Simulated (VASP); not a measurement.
# TiSn (P-6m2) in VASP: relaxation of cell and atoms with PBE

Aim: the relaxation of cell and atoms of TiSn with PBE.

Program: VASP 6.6.1. These are calculated values, not measurements. Logs are shortened: lines on timing, memory, paths and dates and some standing lists are left out, and cuts for length are marked.

### 1 The crystal as given

It takes space group P-6m2 (No. 187, hexagonal). Conventional cell: a = 3.429 Å, b = 3.429 Å, c = 5.544 Å, α = 90.00°, β = 90.00°, γ = 120.00°. Around Ti (site symmetry -6m2) lie 6 Sn at 3.41 Å and 6 Ti at 3.43 Å. Sn (site symmetry -6m2) has 6 Ti at 3.41 Å and 6 Sn at 3.43 Å as nearest neighbours.

The cell was built by a generator and needn't be a form met in nature.

### 2 Relaxation of cell and atoms, PBE

Input file INCAR:

```
SYSTEM = TiSn
PREC = Normal
ENCUT = 520
EDIFF = 1E-4
ISMEAR = 0
SIGMA = 0.15
LREAL = .False.
LASPH = .True.
NELM = 60
ALGO = Fast
ISIF = 3
LWAVE = .False.
LCHARG = .False.
GGA = PE
IBRION = 2
NSW = 24
EDIFFG = -0.08
```

Input file KPOINTS:

```
Automatic mesh
0
Gamma
  7 7 4
  0 0 0
```

Input file POSCAR:

```
TiSn
1.0
    3.4289997300      0.0000000000      0.0000000000
   -1.7144998600      2.9696008700      0.0000000000
    0.0000000000      0.0000000000      5.5436195500
Ti Sn
1 1
Direct
    0.0000000000      0.0000000000      0.0000000000
    0.6666666700      0.3333333300      0.5000000000
```

Potentials or basis: VASP PAW PBE potentials, release 64 (Ti_sv, Sn_d).

The run is started by

```bash
$ cat potpaw_PBE.64/Ti_sv/POTCAR potpaw_PBE.64/Sn_d/POTCAR > POTCAR
$ mpirun -np 1 vasp_std > vasp.out
```

OUTCAR:

```text
SYSTEM = TiSn
   PREC = Normal
   ENCUT = 520
   EDIFF = 1E-4
   ISMEAR = 0
   LREAL = .False.
   LASPH = .True.
   NELM = 60
   ISIF = 3
   GGA = PE
   IBRION = 2
   NSW = 24
   EDIFFG = -0.08

 ion  position               nearest neighbor table
   1  0.000  0.000  0.000-
   2  0.667  0.333  0.500-

  LATTYP: Found a hexagonal cell.
 ALAT       =     3.4289997300
 C/A-ratio  =     1.6166870768

  Lattice vectors:

 A1 = (   3.4289997300,   0.0000000000,   0.0000000000)
 A2 = (  -1.7144998600,   2.9696008700,   0.0000000000)
 A3 = (   0.0000000000,   0.0000000000,   5.5436195500)

Analysis of symmetry for initial positions (statically):
=====================================================================
 Subroutine PRICEL returns:
 Original cell was already a primitive cell.

 Routine SETGRP: Setting up the symmetry group for a
 hexagonal supercell.

 Subroutine GETGRP returns: Found 12 space group operations
 (whereof 12 operations were pure point group operations)
 out of a pool of 24 trial point group operations.

The static configuration has the point symmetry D_3h.

Analysis of symmetry for dynamics (positions and initial velocities):
=====================================================================
 Subroutine PRICEL returns:
 Original cell was already a primitive cell.

 Routine SETGRP: Setting up the symmetry group for a
 hexagonal supercell.

 Subroutine GETGRP returns: Found 12 space group operations
 (whereof 12 operations were pure point group operations)
 out of a pool of 24 trial point group operations.

The dynamic configuration has the point symmetry D_3h.

 Subroutine INISYM returns: Found 12 space group operations
 (whereof 12 operations are pure point group operations),
 and found     1 'primitive' translations

----------------------------------------------------------------------------------------

                                     Primitive cell

  volume of cell :      56.4494

  direct lattice vectors                    reciprocal lattice vectors
     3.428999730  0.000000000  0.000000000     0.291630236  0.168372795  0.000000000
    -1.714499860  2.969600870  0.000000000     0.000000000  0.336745591  0.000000000
     0.000000000  0.000000000  5.543619550     0.000000000  0.000000000  0.180387559

  length of vectors
     3.428999730  3.428999723  5.543619550     0.336745590  0.336745591  0.180387559

  position of ions in fractional coordinates (direct lattice)
     0.000000000  0.000000000  0.000000000
     0.666666670  0.333333330  0.500000000

  ion indices of the primitive-cell ions
   primitive index   ion index
                 1           1
                 2           2

----------------------------------------------------------------------------------------

 KPOINTS: Automatic mesh

Automatic generation of k-mesh.
 Grid dimensions read from file:
 generate k-points for:    7    7    4

 Generating k-lattice:

  Cartesian coordinates                     Fractional coordinates (reciprocal lattice)
     0.041661462  0.024053256  0.000000000     0.142857143  0.000000000  0.000000000
     0.000000000  0.048106513  0.000000000     0.000000000  0.142857143  0.000000000
     0.000000000  0.000000000  0.045096890     0.000000000  0.000000000  0.250000000

  Length of vectors
     0.048106513  0.048106513  0.045096890

  Shift w.r.t. Gamma in fractional coordinates (k-lattice)
     0.000000000  0.000000000  0.000000000

 Subroutine IBZKPT returns following result:
 ===========================================

 Found     24 irreducible k-points:

 Following reciprocal coordinates:
            Coordinates               Weight
  0.000000  0.000000  0.000000      1.000000
  0.142857  0.000000  0.000000      6.000000
  0.285714 -0.000000  0.000000      6.000000
  0.428571  0.000000  0.000000      6.000000
  0.142857  0.142857  0.000000      6.000000
  0.285714  0.142857  0.000000     12.000000
[... 16 lines left out ...]
  0.428571  0.142857  0.500000      6.000000
  0.285714  0.285714  0.500000      6.000000
   k-points           NKPTS =     24   k-points in BZ     NKDIM =     24   number of bands    NBANDS=     17
   number of dos      NEDOS =    301   number of ions     NIONS =      2
   total plane-waves  NPLWV =  12800
   dimension x,y,z NGX =    20 NGY =   20 NGZ =   32
   dimension x,y,z NGXF=    40 NGYF=   40 NGZF=   64
   ions per type =               1   1
   NGX,Y,Z   is equivalent  to a cutoff of   9.70,  9.70,  9.60 a.u.
   NGXF,Y,Z  is equivalent  to a cutoff of  19.39, 19.39, 19.19 a.u.
 SYSTEM =  TiSn
   PREC   = normal    normal or accurate (medium, high low for compatibility)
   ISTART =      0    job   : 0-new  1-cont  2-samecut
   ICHARG =      2    charge: 1-file 2-atom 10-const
   ISPIN  =      1    spin polarized calculation?
   LNONCOLLINEAR =      F non collinear calculations
   LSORBIT =      F    spin-orbit coupling
   LASPH  =      T    aspherical Exc in radial PAW
   ENCUT  =  520.0 eV  38.22 Ry    6.18 a.u.   6.38  6.38 10.31*2*pi/ulx,y,z
   NELM   =     60;   NELMIN=  2; NELMDL= -5     # of ELM steps
   EDIFF  = 0.1E-03   stopping-criterion for ELM
   LREAL  =      F    real-space projection
   EDIFFG = -.8E-01   stopping-criterion for IOM
   NSW    =     24    number of steps for IOM
   IBRION =      2    ionic relax: 0-MD 1-quasi-New 2-CG
   NFREE  =      1    steps in history (QN), initial steepest desc. (CG)
   ISIF   =      3    stress and relaxation
   ISYM   =      2    0-nonsym 1-usesym 2-fastsym
   POTIM  = 0.5000    time-step for ionic-motion
   TEBEG  =    0.0;   TEEND  =   0.0 temperature during run
   PSTRESS=    0.0 pullay stress
   NELECT =      26.0000    total number of electrons
   NUPDOWN=      -1.0000    fix difference up-down
   EMIN   =  10.00;   EMAX   =-10.00  energy-range for DOS
   EFERMI =   0.00;   METHOD = LEGACY
   ISMEAR =     0;   SIGMA  =   0.15  broadening in eV -4-tet -1-fermi 0-gaus
   EFERMI_NEDOS =   21; number of points for ismear=-14 and -15
   IALGO  =     68    algorithm
   IMIX   =      4    mixing-type and parameters
     AMIX     =   0.40;   BMIX     =  1.00
     AMIX_MAG =   1.60;   BMIX_MAG =  1.00
  volume/ion in A,a.u.               =      28.22       190.47
  Fermi-wavevector in a.u.,A,eV,Ry     =   1.264289  2.389159 21.747909  1.598426
  Thomas-Fermi vector in A             =   2.397602
   LORBIT       =      0    0 simple, 1 ext, 2 COOP (PROOUT), +10 PAW based schemes
   GGA     = PE    functional components
   LHFCALC =     F    Hartree Fock is set to
   AEXX    =    0.0000 exact exchange contribution
   IVDW    =     0    specifies the selected vdW correction
   LEPSILON=     F    determine dielectric tensor
   LRPA    =     F    only Hartree local field effects (RPA)
 conjugate gradient relaxation of ions
 non-spin polarized calculation
 RMM-DIIS sequential band-by-band and
 Gauss-broadening in eV      SIGMA  =   0.15
  energy-cutoff  :      520.00
  volume of cell :       56.45
 maximum number of plane-waves:      1538
   NGX = 13   NGY = 13   NGZ = 21

--------------------------------------- Ionic step        1  -------------------------------------------

 number of electron      26.0000005 magnetization

 Free energy of the ion-electron system (eV)
  ---------------------------------------------------
  ext. energy  EPLUGINS =         0.00000000
  ---------------------------------------------------
  free energy    TOTEN  =       -10.95161671 eV

  energy without entropy =      -10.92854610  energy(sigma->0) =      -10.94008141

 E-fermi :   5.9586     XC(G=0):  -9.7849

 val. band max:        5.9532916795   @ k =   0.1429   0.1429   0.5000
 cond. band min:       5.9843662441   @ k =   0.4286   0.1429   0.5000
 fundamental gap:      0.0310745645
 Fermi energy:         5.9585841653

 k-point     1 :       0.0000    0.0000    0.0000
  band No.  band energies     occupation
      1     -51.7650      2.00000
      2     -28.1221      2.00000
      3     -27.8701      2.00000
      4     -27.8701      2.00000
      5     -15.5101      2.00000
      6     -15.5101      2.00000
[... 9 lines left out ...]
     16       7.0127      0.00000
     17       7.1588      0.00000
[... 480 lines left out ...]
 POSITION                                       TOTAL-FORCE (eV/Angst)
 -----------------------------------------------------------------------------------
      0.00000      0.00000      0.00000         0.000000     -0.000000      0.000000
      1.71450      0.98987      2.77181         0.000000      0.000000      0.000000
 -----------------------------------------------------------------------------------
    total drift:                               -0.000006      0.000004      0.000000

  FREE ENERGIE OF THE ION-ELECTRON SYSTEM (eV)
  ---------------------------------------------------
  free  energy   TOTEN  =       -10.9516167146 eV

  energy  without entropy=      -10.9285460975  energy(sigma->0) =      -10.94008141

--------------------------------------- Ionic step        2  -------------------------------------------

 number of electron      25.9999988 magnetization

 E-fermi :  10.1091     XC(G=0): -11.5818

 val. band max:       10.0728003855   @ k =   0.4286   0.1429   0.2500
 cond. band min:      10.1647016535   @ k =   0.1429   0.1429   0.5000
 fundamental gap:      0.0919012680
 Fermi energy:        10.1090682280

 k-point     1 :       0.0000    0.0000    0.0000
  band No.  band energies     occupation
      1     -46.8421      2.00000
      2     -23.2604      2.00000
      3     -22.8688      2.00000
      4     -22.8688      2.00000
      5     -11.5027      2.00000
      6     -11.5027      2.00000
[... 9 lines left out ...]
     16      11.9484      0.00000
     17      43.6246      0.00000
[... 588 lines left out ...]
 POSITION                                       TOTAL-FORCE (eV/Angst)
 -----------------------------------------------------------------------------------
      0.00000      0.00000      0.00000         0.000000      0.000000      0.000000
      1.57708      0.91052      2.32687        -0.000000     -0.000000      0.000000
 -----------------------------------------------------------------------------------
    total drift:                               -0.000008      0.000005      0.000000

  FREE ENERGIE OF THE ION-ELECTRON SYSTEM (eV)
  ---------------------------------------------------
  free  energy   TOTEN  =       -12.1116122759 eV

  energy  without entropy=      -12.0948963400  energy(sigma->0) =      -12.10325431

--------------------------------------- Ionic step        6  -------------------------------------------

 number of electron      26.0000024 magnetization

 Free energy of the ion-electron system (eV)
  ---------------------------------------------------
  ext. energy  EPLUGINS =         0.00000000
  ---------------------------------------------------
  free energy    TOTEN  =       -12.11535492 eV

  energy without entropy =      -12.09829912  energy(sigma->0) =      -12.10682702

 E-fermi :   9.4135     XC(G=0): -11.3603

 val. band max:        9.3803441153   @ k =   0.2857   0.1429   0.5000
 cond. band min:       9.4671045077   @ k =   0.1429   0.1429   0.5000
 fundamental gap:      0.0867603924
 Fermi energy:         9.4135084373

 k-point     1 :       0.0000    0.0000    0.0000
  band No.  band energies     occupation
      1     -47.5702      2.00000
      2     -23.9414      2.00000
      3     -23.6611      2.00000
      4     -23.6611      2.00000
      5     -11.9584      2.00000
      6     -11.9584      2.00000
[... 9 lines left out ...]
     16      11.0896      0.00000
     17      13.0455      0.00000
[... 480 lines left out ...]
 POSITION                                       TOTAL-FORCE (eV/Angst)
 -----------------------------------------------------------------------------------
      0.00000      0.00000      0.00000        -0.000000     -0.000000      0.000000
      1.58749      0.91654      2.29485         0.000000      0.000000     -0.000000
 -----------------------------------------------------------------------------------
    total drift:                               -0.000008      0.000004      0.000000

  FREE ENERGIE OF THE ION-ELECTRON SYSTEM (eV)
  ---------------------------------------------------
  free  energy   TOTEN  =       -12.1153549156 eV

  energy  without entropy=      -12.0982991234  energy(sigma->0) =      -12.10682702

 reached required accuracy - stopping structural energy minimisation
```

Run time: 62 s. Hardware: 1 thread of Intel Xeon Platinum 8375C at 2.90GHz (Ice Lake), shared host; peak memory 0.16 GiB.

Results:

| Item | Value |
| --- | --- |
| Free energy | -12.1154 eV |
| Relaxed volume | 20.03 Å³/atom |
| Relaxed cell | a = 3.175 Å, b = 3.175 Å, c = 4.590 Å, α = 90.00°, β = 90.00°, γ = 120.00° |
| Space group after relaxing (to 0.05 Å) | P-6m2 (No. 187) |
| Energy gained by relaxing | 581.9 meV/atom |
| Ionic steps | 6 |
| Pressure after relaxing | 0.3 GPa |
| Band gap on the k mesh | none (metal or under the smearing width) |

Step by step:
| step | energy change (eV) | largest force (eV/Å) | pressure (GPa) | volume (Å³) |
| --- | --- | --- | --- | --- |
| 1 | 0.0000 | 0.0000 | -14.21 | 56.45 |
| 2 | -1.1052 | 0.0000 | 4.38 | 38.33 |
| 3 | -1.1239 | 0.0000 | 1.33 | 39.64 |
| 4 | -1.1234 | 0.0000 | -0.03 | 40.12 |
| 5 | -1.1600 | 0.0000 | 0.10 | 40.10 |
| 6 | -1.1637 | 0.0000 | 0.29 | 40.07 |

Final structure:
```
Ti Sn
1.0
     3.17499    0.00000    0.00000
    -1.58749    2.74962    0.00000
     0.00000    0.00000    4.58969
Ti Sn
1 1
Cartesian
  0.0000 0.0000 0.0000
  1.5875 0.9165 2.2948
```

Caveat: the volume moved by over 15 % at a fixed basis, so the end points are rough; the relaxation stopped at a loose force limit of 0.08 eV/Å, so its end isn't a converged minimum.
